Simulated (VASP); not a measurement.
Calculation: MS2 meta-GGA, VASP's PBE PAW potentials (set 64) (plane waves; VASP).

Input for VASP

**POSCAR**
```
InSb
3.2575480
  0.0000000000   0.9999999404   0.9999999404
  0.9999999404   0.0000000000   0.9999999404
  0.9999999404   0.9999999404   0.0000000000
In Sb
1 1
direct
  0.0000000000   0.0000000000   1.0000000000
  0.2500000000   0.2500000000   0.2500000000
```

KPOINTS:
```
Automatic mesh
0
Gamma
11 11 11
0 0 0
```

INCAR:
```
SYSTEM = InSb
PREC = Accurate
ENCUT = 520
EDIFF = 1E-7
NELM = 100
ALGO = Normal
LREAL = .FALSE.
LASPH = .TRUE.
ISMEAR = -5
METAGGA = MS2
LMIXTAU = .TRUE.
LMAXMIX = 4
LWAVE = .FALSE.
LCHARG = .FALSE.
LORBIT = 11
NEDOS = 601
ISIF = 2
```

KPOINTS_OPT:
```
k-points along high-symmetry lines
10
Line-mode
Reciprocal
  0.000000   0.000000   0.000000 ! GAMMA
 -0.500000  -0.500000   0.000000 ! X

 -0.500000  -0.500000   0.000000 ! X
 -0.375000  -0.375000   0.250000 ! U

 -0.375000  -0.000000   0.375000 ! K
  0.000000   0.000000   0.000000 ! GAMMA

  0.000000   0.000000   0.000000 ! GAMMA
  0.000000   0.000000   0.500000 ! L

  0.000000   0.000000   0.500000 ! L
 -0.500000  -0.250000   0.250000 ! W

 -0.500000  -0.250000   0.250000 ! W
 -0.500000  -0.500000   0.000000 ! X
```

POTCAR, in this order: In_d Sb (PBE.64 set). Program: vasp_std.

Unless said otherwise, spin-orbit coupling is left out, though it shifts the bands of the heavy elements here.

Q: What does the run give for the energy per atom (σ→0), band gap (over mesh and band path)?

A: 
```json
{
 "energy per atom (σ→0)": "0.109 eV/atom",
 "band gap (over mesh and band path)": "none (metal, semimetal or under 0.01 eV)"
}
```

**OSZICAR**
```
...
DAV:  19     0.217344408504E+00   -0.98899E-06   -0.59243E-07  1456   0.132E-02    0.200E-03
DAV:  20     0.217344944901E+00    0.53640E-06   -0.13124E-07  1066   0.680E-03    0.199E-03
DAV:  21     0.217344649039E+00   -0.29586E-06   -0.54752E-08   733   0.522E-03    0.848E-04
DAV:  22     0.217344903220E+00    0.25418E-06   -0.13263E-08   728   0.213E-03    0.210E-04
DAV:  23     0.217344913907E+00    0.10688E-07   -0.48876E-09   728   0.111E-03
   1 F= 0.21734491E+00 E0= 0.21734491E+00  d E =0.000000E+00
       N       E                     dE             ncg
       N       E                     dE             ncg
```

The compound is InSb in the zinc blende structure. It was relaxed first.
